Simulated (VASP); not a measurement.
The system is AlGa3N2.

```
CELL_PARAMETERS angstrom
4.18735 0.00000 0.00000
0.00000 4.18735 0.00000
0.00000 0.00000 5.96310
ATOMIC_POSITIONS crystal
Al 0.00000 0.00000 0.50000
Ga 0.50000 0.50000 0.00000
Ga 0.00000 0.00000 0.00000
Ga 0.50000 0.50000 0.50000
N 0.00000 0.50000 0.26791
N 0.50000 0.00000 0.73209
```

The cell was built by a generator and needn't be a form met in nature.

```yaml
Program: VASP 6.6.1
Task: relaxation of cell and atoms
Functional: PBE
Potentials_or_basis: VASP PAW PBE potentials, release 64 (Al, Ga_d, N)
Cutoff: 520 eV
k_mesh: 4 × 4 × 3
Occupations: gaussian, width 0.15 eV
Spin: no spin polarisation
```

At the start: pressure -8.6 GPa; volume 17.43 Å³/atom.

**Question.** Where does the relaxation end?

**Answer.** Over 24 steps the energy falls by 753.5 meV/atom and the volume is 16.41 Å³/atom (-5.8 %); space group P-4m2 (No. 115, to 0.05 Å).

Step by step:
```tsv
step	energy change (eV)	largest force (eV/Å)	pressure (GPa)	volume (Å³)
1	0.0000	1.6913	-8.63	104.56
2	-0.8700	2.6785	-2.30	90.99
3	-1.1711	3.3215	9.98	79.03
4	-1.5899	3.2694	13.22	76.53
5	-2.0364	1.6829	33.51	69.30
6	-2.1096	2.3605	25.21	71.54
7	-2.9261	1.7847	18.73	74.59
8	-4.2377	0.1312	8.51	84.17
9	-4.3876	0.3011	6.10	88.19
10	-4.4141	0.4717	5.00	90.63
11	-4.4152	0.5088	4.48	91.42
12	-4.4754	0.1935	1.00	93.44
13	-4.4777	0.1446	-0.36	93.82
14	-4.4774	0.1570	1.16	93.73
15	-4.4847	0.1431	0.21	94.36
16	-4.4923	0.1251	-0.04	95.19
17	-4.5010	0.0804	-0.76	96.86
18	-4.5023	0.0593	-1.12	97.58
19	-4.5103	0.1132	-0.11	97.29
20	-4.5122	0.1324	0.33	97.09
21	-4.5124	0.1380	0.45	97.03
22	-4.5123	0.1438	0.68	96.94
23	-4.5158	0.1200	0.45	97.42
24	-4.5207	0.0380	0.21	98.45
```

Final structure:
```
Al Ga N
1.0
     3.77285    0.00000    0.00000
     0.00000    3.77285    0.00000
     0.00000    0.00000    6.91629
Al Ga N
1 3 2
Direct
  0.00000 0.00000 0.50000
  0.50000 0.50000 0.00000
  0.00000 0.00000 0.00000
  0.50000 0.50000 0.50000
  0.00000 0.50000 0.42464
  0.50000 0.00000 0.57536
```

Caveat: the k mesh is coarse (spacing up to 0.38 Å⁻¹), so the values aren't converged; this functional lacks dispersion, which binds the layers, so the pressure and a relaxed spacing across them are unreliable.
